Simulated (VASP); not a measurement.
Consider the following.

```
CELL_PARAMETERS angstrom
      1.57501    -2.72800     0.00000
      1.57501     2.72800     0.00000
      0.00000     0.00000     5.03120
ATOMIC_POSITIONS crystal
  Mg 0.33333 0.66667 0.25000
  Mg 0.66667 0.33333 0.75000
```

These are PBE GGA with D3 dispersion (Becke-Johnson damping), VASP's PBE PAW potentials (set 64) (plane waves; VASP) values and carry that method's errors. Run with 520 eV cut-off, Gaussian smearing of 0.050 eV, potentials Mg.

Problem. Give the energies of bands 1 to 5 at the high-symmetry points, in eV from the Fermi level.

Solution. 
| band | Γ | M | K | A | L | H |
|---|---|---|---|---|---|---|
| 1 | -7.22 | -2.32 | -0.78 | -5.75 | -1.22 | 0.12 |
| 2 | -1.72 | -2.27 | -0.70 | -5.75 | -1.22 | 0.12 |
| 3 | -1.11 | 2.75 | -0.70 | 5.45 | -0.48 | 0.60 |
| 4 | 11.08 | 3.05 | 4.25 | 5.45 | -0.48 | 0.60 |
| 5 | 11.11 | 3.54 | 4.25 | 11.86 | 8.22 | 1.63 |

It has no gap at this level: it comes out as a metal or semimetal.

The compound is Mg in the hcp structure. It was relaxed first, which changed the volume by -7 %.
